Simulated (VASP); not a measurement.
# Ag in VASP: notebook, part 2 of 2

VASP 6.6.1. Earlier steps stand in the parts before.

## Step 3: Relaxation of the atoms, LDA

File INCAR:

```
SYSTEM = Ag
ALGO = Normal ; DIPOL = 0.5 0.5 0.500
EDIFF = 1E-6 ; EDIFFG = -0.02
ENCUT = 520 ; GGA = CA
IBRION = 2 ; IDIPOL = 3
ISIF = 2 ; ISMEAR = 1
KPAR = 4 ; LASPH = .TRUE.
LCHARG = .FALSE. ; LDIPOL = .TRUE.
LREAL = .FALSE. ; LWAVE = .FALSE.
NELM = 80 ; NSW = 80
PREC = Accurate ; SIGMA = 0.1
```

File KPOINTS:

```
k-points
0
G
  14 10 1
  0 0 0
```

File POSCAR:

```
Ag
1.0
    2.8300959000      0.0000000000      0.0000000000
    0.0000000000      4.0023600000      0.0000000000
    0.0000000000      0.0000000000     27.7354315400
Ag
10
Direct
    0.5000000000      0.5000000000      0.2704122300
    0.0000000000      0.0000000000      0.3214317400
    0.5000000000      0.5000000000      0.3724512400
    0.0000000000      0.0000000000      0.4234707400
    0.5000000000      0.5000000000      0.4744902500
    0.0000000000      0.0000000000      0.5255097500
    0.5000000000      0.5000000000      0.5765292600
    0.0000000000      0.0000000000      0.6275487600
    0.5000000000      0.5000000000      0.6785682600
    0.0000000000      0.0000000000      0.7295877700
```

Potentials or basis: VASP PAW LDA potentials, release 64 (Ag).

Launch:

```
> cat potpaw_LDA.64/Ag/POTCAR > POTCAR
> mpirun -np 4 vasp_std > vasp.out
```

OUTCAR:

```text
SYSTEM = Ag
   EDIFF = 1E-6
   EDIFFG = -0.02
   ENCUT = 520
   GGA = CA
   IBRION = 2
   ISIF = 2
   ISMEAR = 1
   LASPH = .TRUE.
   LREAL = .FALSE.
   NELM = 80
   NSW = 80
   PREC = Accurate

 ion  position               nearest neighbor table
   1  0.500  0.500  0.270-   3 2.83   2 2.83   2 2.83   2 2.83   2 2.83
   2  0.000  0.000  0.321-   4 2.83   3 2.83   3 2.83   3 2.83   3 2.83   1 2.83   1 2.83   1 2.83
                             1 2.83
   3  0.500  0.500  0.372-   2 2.83   2 2.83   2 2.83   2 2.83   4 2.83   4 2.83   4 2.83   4 2.83
                             1 2.83   5 2.83
   4  0.000  0.000  0.423-   2 2.83   3 2.83   3 2.83   3 2.83   3 2.83   6 2.83   5 2.83   5 2.83
                             5 2.83   5 2.83
   5  0.500  0.500  0.474-   6 2.83   6 2.83   6 2.83   6 2.83   7 2.83   3 2.83   4 2.83   4 2.83
                             4 2.83   4 2.83
[... 453 lines left out ...]
 fundamental gap:      0.0333220736
 Fermi energy:         2.3418745328

 k-point     1 :       0.0000    0.0000    0.0000
  band No.  band energies     occupation
      1      -5.7421      2.00000
      2      -5.2080      2.00000
      3      -4.4570      2.00000
      4      -4.3939      2.00000
      5      -4.2162      2.00000
      6      -4.1863      2.00000
[... 1645 lines left out ...]
     65       9.1151      0.00000
     66       9.1151      0.00000

 [... further k-points ...]

------------------------ aborting loop because EDIFF is reached ----------------------------------------

 vacuum level on the upper side and lower side of the slab       (xc-potential included)        -0.013        -0.013

  FORCE on cell =-STRESS in cart. coord.  units (eV):
  Direction    XX          YY          ZZ          XY          YZ          ZX
  --------------------------------------------------------------------------------------
  -------------------------------------------------------------------------------------
  Total       -1.8480273     -2.5086228     -0.4755270      0.0000000      0.0000000      0.0000000
  in kB       -9.4246825    -12.7936282     -2.4251216      0.0000000      0.0000000      0.0000000
  external PRESSURE =      -8.2144774 kB  Pullay stress =       0.0000000 kB
[... 25 lines left out ...]
  FREE ENERGIE OF THE ION-ELECTRON SYSTEM (eV)
  ---------------------------------------------------
  free  energy   TOTEN  =       -35.8789398530 eV

  energy  without entropy=      -35.8796641549  energy(sigma->0) =      -35.87918129

 reached required accuracy - stopping structural energy minimisation

 vacuum level on the upper side and lower side of the slab         6.992         6.992
```

OSZICAR:

```text
N       E                     dE             d eps       ncg     rms          rms(c)
DAV:   1     0.744144072290E+03    0.74414E+03   -0.54414E+04  6352   0.153E+03
DAV:   2    -0.143545213735E+02   -0.75850E+03   -0.72396E+03  6758   0.343E+02
DAV:   3    -0.384862485035E+02   -0.24132E+02   -0.23597E+02  6972   0.618E+01
DAV:   4    -0.388595060281E+02   -0.37326E+00   -0.37214E+00  7310   0.732E+00
[... 57 lines left out ...]
DAV:   2    -0.358789575837E+02   -0.25124E-03   -0.25991E-03  6828   0.287E-01    0.337E-02
DAV:   3    -0.358789428908E+02    0.14693E-04   -0.51588E-05  6856   0.386E-02    0.200E-02
DAV:   4    -0.358789416783E+02    0.12125E-05   -0.25040E-05  6756   0.293E-02    0.736E-03
DAV:   5    -0.358789400498E+02    0.16286E-05   -0.34145E-06  4760   0.162E-02    0.261E-03
DAV:   6    -0.358789398530E+02    0.19675E-06   -0.11920E-06  3760   0.775E-03
   6 F= -.35878940E+02 E0= -.35879181E+02  d E =-.167214E-02
```

CONTCAR:

```text
Ag
   1.00000000000000
     2.8300958999999999    0.0000000000000000    0.0000000000000000
     0.0000000000000000    4.0023600000000004    0.0000000000000000
     0.0000000000000000    0.0000000000000000   27.7354315400000004
  Ag
    10
Direct
     0.5000000000000000    0.5000000000000000    0.2728580094418671
     0.0000000000000000    0.0000000000000000    0.3192463305186623
     0.5000000000000000    0.5000000000000000    0.3726759859796158
     0.0000000000000000    0.0000000000000000    0.4229535254831768
     0.5000000000000000    0.5000000000000000    0.4745514327938593
     0.0000000000000000    0.0000000000000000    0.5254485672061407
     0.5000000000000000    0.5000000000000000    0.5770464745168231
     0.0000000000000000    0.0000000000000000    0.6273240140203842
     0.5000000000000000    0.5000000000000000    0.6807536694813378
     0.0000000000000000    0.0000000000000000    0.7271419905581329

  0.00000000E+00  0.00000000E+00  0.00000000E+00
  0.00000000E+00  0.00000000E+00  0.00000000E+00
  0.00000000E+00  0.00000000E+00  0.00000000E+00
  0.00000000E+00  0.00000000E+00  0.00000000E+00
  0.00000000E+00  0.00000000E+00  0.00000000E+00
  0.00000000E+00  0.00000000E+00  0.00000000E+00
  0.00000000E+00  0.00000000E+00  0.00000000E+00
  0.00000000E+00  0.00000000E+00  0.00000000E+00
  0.00000000E+00  0.00000000E+00  0.00000000E+00
  0.00000000E+00  0.00000000E+00  0.00000000E+00
```

Wall time 16 min (4 MPI ranks of Intel Xeon Platinum 8259CL at 2.50GHz (Skylake/Cascade Lake), shared host); peak memory 0.78 GiB.

What came out:

```yaml
Free_energy: -35.8789 eV
Energy_gained_by_relaxing: 4.9 meV/atom
Ionic_steps: 6
Largest_force_after_relaxing: 0.019 eV/Å
Band_gap_on_the_k_mesh: none (metal or under the smearing width)
```

Forces in eV/Å, atoms in the order of the input:
```
Ag   0.000  0.000  0.017
Ag   0.000  0.000  0.019
Ag   0.000  0.000 -0.002
Ag   0.000  0.000 -0.001
Ag   0.000  0.000  0.017
Ag   0.000  0.000 -0.017
Ag   0.000  0.000  0.001
Ag   0.000  0.000  0.002
Ag   0.000  0.000 -0.019
Ag   0.000  0.000 -0.017
```

The path:
```tsv
step	energy change (eV)	largest force (eV/Å)	pressure (GPa)
1	0.0000	0.3771	-1.19
2	-0.0228	0.2815	-1.12
3	-0.0469	0.0861	-0.84
4	-0.0470	0.0835	-0.86
5	-0.0484	0.0357	-0.84
6	-0.0487	0.0187	-0.82
```

Final structure:
```cif
data_structure
_symmetry_space_group_name_H-M 'P 1'
_symmetry_Int_Tables_number 1
_cell_length_a 2.8301
_cell_length_b 4.0024
_cell_length_c 27.7354
_cell_angle_alpha 90.000
_cell_angle_beta 90.000
_cell_angle_gamma 90.000
_cell_volume 314.16
loop_
_atom_site_label
_atom_site_type_symbol
_atom_site_fract_x
_atom_site_fract_y
_atom_site_fract_z
_atom_site_occupancy
Ag1 Ag 0.50000 0.50000 0.27286 1
Ag2 Ag 0.00000 0.00000 0.31925 1
Ag3 Ag 0.50000 0.50000 0.37268 1
Ag4 Ag 0.00000 0.00000 0.42295 1
Ag5 Ag 0.50000 0.50000 0.47455 1
Ag6 Ag 0.00000 0.00000 0.52545 1
Ag7 Ag 0.50000 0.50000 0.57705 1
Ag8 Ag 0.00000 0.00000 0.62732 1
Ag9 Ag 0.50000 0.50000 0.68075 1
Ag10 Ag 0.00000 0.00000 0.72714 1
```

Levels at points of the mesh, in eV from the Fermi level:
| k point | band 52 | band 53 | band 54 | band 55 | band 56 | band 57 | band 58 | band 59 |
| --- | --- | --- | --- | --- | --- | --- | --- | --- |
| (0.00, 0.00, 0.00) | -2.81 | -2.73 | -2.69 | -1.75 | -0.48 | 1.08 | 1.92 | 2.80 |
| (0.50, 0.00, 0.00) | -0.38 | -0.07 | -0.07 | 0.39 | 0.39 | 0.97 | 0.97 | 1.65 |
| (0.00, 0.50, 0.00) | -2.86 | -2.85 | -2.85 | -2.23 | -2.23 | -1.47 | -1.47 | -0.34 |
| (0.50, 0.50, 0.00) | -0.14 | 0.93 | 0.93 | 2.30 | 2.30 | 3.82 | 3.82 | 3.96 |

## Step 4: Single point, LDA

File INCAR:

```
PREC = Accurate
ENCUT = 520
EDIFF = 1E-7
ISMEAR = 1
SIGMA = 0.1
LREAL = False
LASPH = True
NELM = 80
ALGO = Normal
ISIF = 2
LWAVE = False
LCHARG = False
LDIPOL = True
IDIPOL = 3
DIPOL = 0.5 0.5 0.500
GGA = CA
LVHAR = True
LVACPOTAV = True
ICORELEVEL = 1
KPAR = 4
```

File KPOINTS:

```
Automatic mesh
0
Gamma
  14 10 1
```

File POSCAR:

```
Ag                                      
1.0
    2.8300959000      0.0000000000      0.0000000000
    0.0000000000      4.0023600000      0.0000000000
    0.0000000000      0.0000000000     27.7354315400
  Ag            
    10
Direct
     0.5000000000000000    0.5000000000000000    0.2728580094418671
     0.0000000000000000    0.0000000000000000    0.3192463305186623
     0.5000000000000000    0.5000000000000000    0.3726759859796158
     0.0000000000000000    0.0000000000000000    0.4229535254831768
     0.5000000000000000    0.5000000000000000    0.4745514327938593
     0.0000000000000000    0.0000000000000000    0.5254485672061407
     0.5000000000000000    0.5000000000000000    0.5770464745168231
     0.0000000000000000    0.0000000000000000    0.6273240140203842
     0.5000000000000000    0.5000000000000000    0.6807536694813378
     0.0000000000000000    0.0000000000000000    0.7271419905581329
```

Launch:

```
> cat potpaw_LDA.64/Ag/POTCAR > POTCAR
> mpirun -np 4 vasp_std > vasp.out
```

It took 6.4 min on 4 MPI ranks of Intel Xeon Platinum 8259CL at 2.50GHz (Skylake/Cascade Lake), shared host; peak memory 0.75 GiB.

Results (log left out):

```
Free energy                     : -35.8789 eV
Largest force                   : 0.019 eV/Å
Band gap on the k mesh          : none (metal or under the smearing width)
Work function of the upper face : 4.66 eV
Work function of the lower face : 4.66 eV
```

Forces in eV/Å, atoms in the order of the input:
```
Ag   0.000  0.000  0.017
Ag   0.000  0.000  0.019
Ag   0.000  0.000 -0.002
Ag   0.000  0.000 -0.001
Ag   0.000  0.000  0.017
Ag   0.000  0.000 -0.017
Ag   0.000  0.000  0.001
Ag   0.000  0.000  0.002
Ag   0.000  0.000 -0.019
Ag   0.000  0.000 -0.017
```

Levels at points of the mesh, in eV from the Fermi level:
```csv
k point,band 52,band 53,band 54,band 55,band 56,band 57,band 58,band 59
"(0.00, 0.00, 0.00)",-2.81,-2.73,-2.69,-1.75,-0.48,1.08,1.92,2.79
"(0.50, 0.00, 0.00)",-0.38,-0.07,-0.07,0.39,0.39,0.97,0.97,1.65
"(0.00, 0.50, 0.00)",-2.86,-2.85,-2.85,-2.23,-2.23,-1.47,-1.47,-0.34
"(0.50, 0.50, 0.00)",-0.14,0.93,0.93,2.30,2.30,3.82,3.82,3.96
```

Core levels (eV, on the scale of the bands):
```tsv
atom	levels
1 Ag	1s -25177.5, 2s -3707.2, 2p -3330.3, 3s -674.8, 3p -550.5, 3d -353.1, 4s -88.9, 4p -52.6
2 Ag	1s -25177.9, 2s -3707.7, 2p -3330.7, 3s -675.2, 3p -550.9, 3d -353.5, 4s -89.2, 4p -53.0
3 Ag	1s -25177.9, 2s -3707.7, 2p -3330.7, 3s -675.3, 3p -550.9, 3d -353.6, 4s -89.3, 4p -53.0
4 Ag	1s -25178.0, 2s -3707.7, 2p -3330.8, 3s -675.3, 3p -551.0, 3d -353.6, 4s -89.3, 4p -53.0
5 Ag	1s -25178.0, 2s -3707.7, 2p -3330.8, 3s -675.3, 3p -550.9, 3d -353.6, 4s -89.3, 4p -53.0
6 Ag	1s -25178.0, 2s -3707.7, 2p -3330.8, 3s -675.3, 3p -550.9, 3d -353.6, 4s -89.3, 4p -53.0
```
